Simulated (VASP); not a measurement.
# FePtS3 (Pm-3m) in VASP: notebook

The runs below take FePtS3 through single point, relaxation of cell and atoms, with PBE.

All numbers are computed with VASP 6.6.1; they aren't measurements. Logs are shortened: lines on timing, memory, paths and dates and some standing lists are left out, and cuts for length are marked.

### Step 1. The cell of the first run

It takes space group Pm-3m (No. 221, cubic). The conventional cell has a = 4.394 Å, b = 4.394 Å, c = 4.394 Å, α = 90.00°, β = 90.00°, γ = 90.00°. Fe (site symmetry m-3m) has 6 S at 2.20 Å as nearest neighbours. Pt (site symmetry m-3m) is surrounded by 12 S at 3.11 Å. S (site symmetry 4/mmm) is surrounded by 2 Fe at 2.20 Å.

The cell was built by a generator and needn't be a form met in nature.

### Step 2. Single point, PBE, collinear spin, typed start (species swapped into the KTcO3 type (Pm-3m, No. 221))

INCAR reads:

```
SYSTEM = FePtS3
  PREC = Accurate
  ENCUT = 520
  EDIFF = 1E-6
  ISMEAR = 0
  SIGMA = 0.1
  LREAL = .FALSE.
  LASPH = .TRUE.
  NELM = 150
  ALGO = Normal
  ISIF = 2
  LWAVE = .FALSE.
  LCHARG = .TRUE.
  ISPIN = 2
  MAGMOM = 4 0 0 0 0
  LORBIT = 11
  LMAXMIX = 4
  GGA = PE
  LELF = .TRUE.
  LVHAR = .TRUE.
  NBANDS = 30
```

KPOINTS reads:

```
Automatic mesh
0
G
  4 4 4
  0 0 0
```

POSCAR reads:

```
FePtS3
1.0
    4.3939526647      0.0000000000      0.0000000000
    0.0000000000      4.3939526647      0.0000000000
    0.0000000000      0.0000000000      4.3939526647
Fe Pt S
1 1 3
Direct
    0.5000000000      0.5000000000      0.5000000000
    0.0000000000      0.0000000000      0.0000000000
    0.5000000000      0.5000000000      0.0000000000
    0.5000000000      0.0000000000      0.5000000000
    0.0000000000      0.5000000000      0.5000000000
```

Potentials or basis: VASP PAW PBE potentials, release 64 (Fe, Pt, S).

Launch:

```console
> cat potpaw_PBE.64/Fe/POTCAR potpaw_PBE.64/Pt/POTCAR potpaw_PBE.64/S/POTCAR > POTCAR
> mpirun -np 1 vasp_std > vasp.out
```

OUTCAR:

```text
SYSTEM = FePtS3
   PREC = Accurate
   ENCUT = 520
   EDIFF = 1E-6
   ISMEAR = 0
   LREAL = .FALSE.
   LASPH = .TRUE.
   NELM = 150
   ISIF = 2
   ISPIN = 2
   LORBIT = 11
   GGA = PE

 ion  position               nearest neighbor table
   1  0.500  0.500  0.500-   3 2.20   4 2.20   5 2.20   3 2.20   4 2.20   5 2.20
   2  0.000  0.000  0.000-   3 3.11   4 3.11   5 3.11   4 3.11   5 3.11   3 3.11   5 3.11   5 3.11
                             3 3.11   4 3.11   4 3.11   3 3.11
   3  0.500  0.500  0.000-   1 2.20   1 2.20   2 3.11   2 3.11   2 3.11   2 3.11
   4  0.500  0.000  0.500-   1 2.20   1 2.20   2 3.11   2 3.11   2 3.11   2 3.11
   5  0.000  0.500  0.500-   1 2.20   1 2.20   2 3.11   2 3.11   2 3.11   2 3.11

  LATTYP: Found a simple cubic cell.
 ALAT       =     4.3939526647

  Lattice vectors:

 A1 = (   4.3939526647,   0.0000000000,   0.0000000000)
 A2 = (   0.0000000000,   4.3939526647,   0.0000000000)
 A3 = (   0.0000000000,   0.0000000000,   4.3939526647)

Analysis of symmetry for initial positions (statically):
=====================================================================
 Subroutine PRICEL returns:
 Original cell was already a primitive cell.

 Routine SETGRP: Setting up the symmetry group for a
 simple cubic supercell.

 Subroutine GETGRP returns: Found 48 space group operations
 (whereof 48 operations were pure point group operations)
 out of a pool of 48 trial point group operations.

The static configuration has the point symmetry O_h .

Analysis of symmetry for dynamics (positions and initial velocities):
=====================================================================
 Subroutine PRICEL returns:
 Original cell was already a primitive cell.

 Routine SETGRP: Setting up the symmetry group for a
 simple cubic supercell.

 Subroutine GETGRP returns: Found 48 space group operations
 (whereof 48 operations were pure point group operations)
 out of a pool of 48 trial point group operations.

The dynamic configuration has the point symmetry O_h .

Analysis of structural, dynamic, and magnetic symmetry:
=====================================================================
 Subroutine PRICEL returns:
 Original cell was already a primitive cell.

 Routine SETGRP: Setting up the symmetry group for a
 simple cubic supercell.

 Subroutine GETGRP returns: Found 48 space group operations
 (whereof 48 operations were pure point group operations)
 out of a pool of 48 trial point group operations.

The overall configuration has the point symmetry O_h .

 Subroutine INISYM returns: Found 48 space group operations
 (whereof 48 operations are pure point group operations),
 and found     1 'primitive' translations

----------------------------------------------------------------------------------------

                                     Primitive cell

  volume of cell :      84.8333

  direct lattice vectors                    reciprocal lattice vectors
     4.393952665  0.000000000  0.000000000     0.227585520  0.000000000  0.000000000
     0.000000000  4.393952665  0.000000000     0.000000000  0.227585520  0.000000000
     0.000000000  0.000000000  4.393952665     0.000000000  0.000000000  0.227585520

  length of vectors
     4.393952665  4.393952665  4.393952665     0.227585520  0.227585520  0.227585520

  position of ions in fractional coordinates (direct lattice)
     0.500000000  0.500000000  0.500000000
     0.000000000  0.000000000  0.000000000
     0.500000000  0.500000000  0.000000000
     0.500000000  0.000000000  0.500000000
     0.000000000  0.500000000  0.500000000

  ion indices of the primitive-cell ions
   primitive index   ion index
                 1           1
                 2           2
                 3           3
                 4           4
                 5           5

----------------------------------------------------------------------------------------

 KPOINTS: Automatic mesh

Automatic generation of k-mesh.
 Grid dimensions read from file:
 generate k-points for:    4    4    4

 Generating k-lattice:

  Cartesian coordinates                     Fractional coordinates (reciprocal lattice)
     0.056896380  0.000000000  0.000000000     0.250000000  0.000000000  0.000000000
     0.000000000  0.056896380  0.000000000     0.000000000  0.250000000  0.000000000
     0.000000000  0.000000000  0.056896380     0.000000000  0.000000000  0.250000000

  Length of vectors
     0.056896380  0.056896380  0.056896380

  Shift w.r.t. Gamma in fractional coordinates (k-lattice)
     0.000000000  0.000000000  0.000000000

 Subroutine IBZKPT returns following result:
 ===========================================

 Found     10 irreducible k-points:

 Following reciprocal coordinates:
            Coordinates               Weight
  0.000000  0.000000  0.000000      1.000000
  0.250000  0.000000  0.000000      6.000000
  0.500000  0.000000  0.000000      3.000000
  0.250000  0.250000  0.000000     12.000000
  0.500000  0.250000  0.000000     12.000000
  0.500000  0.500000  0.000000      3.000000
  0.250000  0.250000  0.250000      8.000000
  0.500000  0.250000  0.250000     12.000000
  0.500000  0.500000  0.250000      6.000000
  0.500000  0.500000  0.500000      1.000000
   k-points           NKPTS =     10   k-points in BZ     NKDIM =     10   number of bands    NBANDS=     30
   number of dos      NEDOS =    301   number of ions     NIONS =      5
   total plane-waves  NPLWV =  46656
   dimension x,y,z NGX =    36 NGY =   36 NGZ =   36
   dimension x,y,z NGXF=    72 NGYF=   72 NGZF=   72
   ions per type =               1   1   3
   NGX,Y,Z   is equivalent  to a cutoff of  13.62, 13.62, 13.62 a.u.
   NGXF,Y,Z  is equivalent  to a cutoff of  27.24, 27.24, 27.24 a.u.
 SYSTEM =  FePtS3
   PREC   = accura    normal or accurate (medium, high low for compatibility)
   ISTART =      0    job   : 0-new  1-cont  2-samecut
   ICHARG =      2    charge: 1-file 2-atom 10-const
   ISPIN  =      2    spin polarized calculation?
   LNONCOLLINEAR =      F non collinear calculations
   LSORBIT =      F    spin-orbit coupling
   LASPH  =      T    aspherical Exc in radial PAW
   ENCUT  =  520.0 eV  38.22 Ry    6.18 a.u.   8.17  8.17  8.17*2*pi/ulx,y,z
   NELM   =    150;   NELMIN=  2; NELMDL= -5     # of ELM steps
   EDIFF  = 0.1E-05   stopping-criterion for ELM
   LREAL  =      F    real-space projection
   EDIFFG = 0.1E-04   stopping-criterion for IOM
   NSW    =      0    number of steps for IOM
   IBRION =     -1    ionic relax: 0-MD 1-quasi-New 2-CG
   NFREE  =      0    steps in history (QN), initial steepest desc. (CG)
   ISIF   =      2    stress and relaxation
   ISYM   =      2    0-nonsym 1-usesym 2-fastsym
   POTIM  = 0.5000    time-step for ionic-motion
   TEBEG  =    0.0;   TEEND  =   0.0 temperature during run
   PSTRESS=    0.0 pullay stress
   NELECT =      36.0000    total number of electrons
   NUPDOWN=      -1.0000    fix difference up-down
   EMIN   =  10.00;   EMAX   =-10.00  energy-range for DOS
   EFERMI =   0.00;   METHOD = LEGACY
   ISMEAR =     0;   SIGMA  =   0.10  broadening in eV -4-tet -1-fermi 0-gaus
   EFERMI_NEDOS =   21; number of points for ismear=-14 and -15
   IALGO  =     38    algorithm
   IMIX   =      4    mixing-type and parameters
     AMIX     =   0.40;   BMIX     =  1.00
     AMIX_MAG =   1.60;   BMIX_MAG =  1.00
  volume/ion in A,a.u.               =      16.97       114.50
  Fermi-wavevector in a.u.,A,eV,Ry     =   1.230232  2.324801 20.592014  1.513470
  Thomas-Fermi vector in A             =   2.365088
   LORBIT       =     11    0 simple, 1 ext, 2 COOP (PROOUT), +10 PAW based schemes
   GGA     = PE    functional components
   LHFCALC =     F    Hartree Fock is set to
   AEXX    =    0.0000 exact exchange contribution
   IVDW    =     0    specifies the selected vdW correction
   LEPSILON=     F    determine dielectric tensor
   LRPA    =     F    only Hartree local field effects (RPA)
 spin polarized calculation
 Gauss-broadening in eV      SIGMA  =   0.10
  energy-cutoff  :      520.00
  volume of cell :       84.83
 maximum number of plane-waves:      2301
 NGX is ok and might be reduce to    36
   NGX = 17   NGY = 17   NGZ = 17

 number of electron      36.0000001 magnetization       2.7034138

 Free energy of the ion-electron system (eV)
  ---------------------------------------------------
  ext. energy  EPLUGINS =         0.00000000
  ---------------------------------------------------
  free energy    TOTEN  =       -23.19867997 eV

  energy without entropy =      -23.17680103  energy(sigma->0) =      -23.18774050

 E-fermi :   6.2133     XC(G=0): -11.0687

 val. band max:        6.2016387201   @ k =   0.2500   0.0000   0.0000
 cond. band min:       6.2233880930   @ k =   0.5000   0.0000   0.0000
 fundamental gap:      0.0217493729
 Fermi energy:         6.2132987522

 spin component 1

 k-point     1 :       0.0000    0.0000    0.0000
  band No.  band energies     occupation
      1      -8.9622      1.00000
      2      -6.2288      1.00000
      3      -6.2288      1.00000
      4       0.7082      1.00000
      5       0.7082      1.00000
      6       0.7082      1.00000
[... 22 lines left out ...]
     29      14.5606      0.00000
     30      16.6209      0.00000

 k-point     2 :       0.2500    0.0000    0.0000
  band No.  band energies     occupation
      1      -8.6545      1.00000
      2      -6.5468      1.00000
      3      -6.1860      1.00000
      4       0.3724      1.00000
      5       0.8444      1.00000
      6       0.8444      1.00000
[... 22 lines left out ...]
     29      14.8610      0.00000
     30      16.3763      0.00000

 k-point     3 :       0.5000    0.0000    0.0000
  band No.  band energies     occupation
      1      -8.1623      1.00000
      2      -7.0716      1.00000
      3      -6.1419      1.00000
      4       0.4023      1.00000
      5       1.0780      1.00000
      6       1.0780      1.00000
[... 197 lines left out ...]
      6       0.7582      1.00000
[... 22 lines left out ...]
     29      15.0097      0.00000
     30      16.3000      0.00000

 k-point    10 :       0.5000    0.5000    0.5000
  band No.  band energies     occupation
      1      -6.7756      1.00000
      2      -6.7756      1.00000
      3      -6.7756      1.00000
      4      -1.6084      1.00000
      5       0.2405      1.00000
      6       0.2405      1.00000
[... 22 lines left out ...]
     29      16.0778      0.00000
     30      16.2956      0.00000
 Fermi energy:         6.2132987522

 spin component 2

 k-point     1 :       0.0000    0.0000    0.0000
  band No.  band energies     occupation
      1      -8.7456      1.00000
      2      -5.9387      1.00000
      3      -5.9387      1.00000
      4       0.8652      1.00000
      5       0.8652      1.00000
      6       0.8652      1.00000
[... 22 lines left out ...]
     29      15.0050      0.00000
     30      16.7045      0.00000

 k-point     2 :       0.2500    0.0000    0.0000
  band No.  band energies     occupation
      1      -8.4354      1.00000
      2      -6.2827      1.00000
      3      -5.8947      1.00000
      4       0.6981      1.00000
      5       1.0086      1.00000
      6       1.0086      1.00000
[... 22 lines left out ...]
     29      15.0867      0.00000
     30      16.6181      0.00000

 k-point     3 :       0.5000    0.0000    0.0000
  band No.  band energies     occupation
      1      -7.9348      1.00000
      2      -6.8375      1.00000
      3      -5.8494      1.00000
      4       0.9611      1.00000
      5       1.2143      1.00000
      6       1.2143      1.00000
[... 220 lines left out ...]
     29      15.2273      0.00000
     30      16.5417      0.00000

 k-point    10 :       0.5000    0.5000    0.5000
  band No.  band energies     occupation
      1      -6.5372      1.00000
      2      -6.5372      1.00000
      3      -6.5372      1.00000
      4      -1.4753      1.00000
      5       0.6705      1.00000
      6       0.6705      1.00000
[... 22 lines left out ...]
     29      16.2664      0.00000
     30      16.4441      0.00000

------------------------ aborting loop because EDIFF is reached ----------------------------------------

  FORCE on cell =-STRESS in cart. coord.  units (eV):
  Direction    XX          YY          ZZ          XY          YZ          ZX
  --------------------------------------------------------------------------------------
  -------------------------------------------------------------------------------------
  Total        0.1921581      0.1921581      0.1921581     -0.0000000     -0.0000000      0.0000000
  in kB        3.6291359      3.6291359      3.6291359     -0.0000000     -0.0000000      0.0000000
  external PRESSURE =       3.6291359 kB  Pullay stress =       0.0000000 kB

 VOLUME and BASIS-vectors are now :
 -----------------------------------------------------------------------------
  energy-cutoff  :      520.00
  volume of cell :       84.83
      direct lattice vectors                 reciprocal lattice vectors
     4.393952665  0.000000000  0.000000000     0.227585520  0.000000000  0.000000000
     0.000000000  4.393952665  0.000000000     0.000000000  0.227585520  0.000000000
     0.000000000  0.000000000  4.393952665     0.000000000  0.000000000  0.227585520

 POSITION                                       TOTAL-FORCE (eV/Angst)
 -----------------------------------------------------------------------------------
      2.19698      2.19698      2.19698         0.000000      0.000000      0.000000
      0.00000      0.00000      0.00000         0.000000      0.000000      0.000000
      2.19698      2.19698      0.00000         0.000000      0.000000      0.000000
      2.19698      0.00000      2.19698         0.000000      0.000000      0.000000
      0.00000      2.19698      2.19698         0.000000      0.000000      0.000000
 -----------------------------------------------------------------------------------
    total drift:                                0.000000      0.000000      0.000000

  FREE ENERGIE OF THE ION-ELECTRON SYSTEM (eV)
  ---------------------------------------------------
  free  energy   TOTEN  =       -23.1986799686 eV

  energy  without entropy=      -23.1768010268  energy(sigma->0) =      -23.18774050

 total charge

# of ion       s       p       d       tot
------------------------------------------
    1        0.448   0.652   6.456   7.556
    2        0.433   0.156   8.079   8.668
    3        1.387   2.225   0.000   3.612
    4        1.387   2.225   0.000   3.612
    5        1.387   2.225   0.000   3.612
--------------------------------------------------
tot          5.044   7.483  14.535  27.061

 magnetization (x)

# of ion       s       p       d       tot
------------------------------------------
    1        0.020   0.007   1.809   1.836
    2       -0.023   0.013   0.137   0.127
    3        0.016   0.140   0.000   0.156
    4        0.016   0.140   0.000   0.156
    5        0.016   0.140   0.000   0.156
--------------------------------------------------
tot          0.044   0.440   1.945   2.430
```

It took 45 s on 1 thread of AMD EPYC 9R45 (Zen 5), shared host; peak memory 0.23 GiB.

What came out:

| Item | Value |
| --- | --- |
| Free energy | -23.1987 eV |
| Pressure | 0.4 GPa |
| Band gap on the k mesh | none (metal or under the smearing width) |
| Net moment | 2.70 μB per cell |
| Site moments | Fe +1.84; Pt +0.13; S +0.16 μB |
| Valence electrons inside the program's atomic spheres | Fe 7.56; Pt 8.67; S 3.61 |

Caveat: a cell with one magnetic atom can't hold antiferromagnetic order, which such compounds often take.

[end of part 1 of 2]
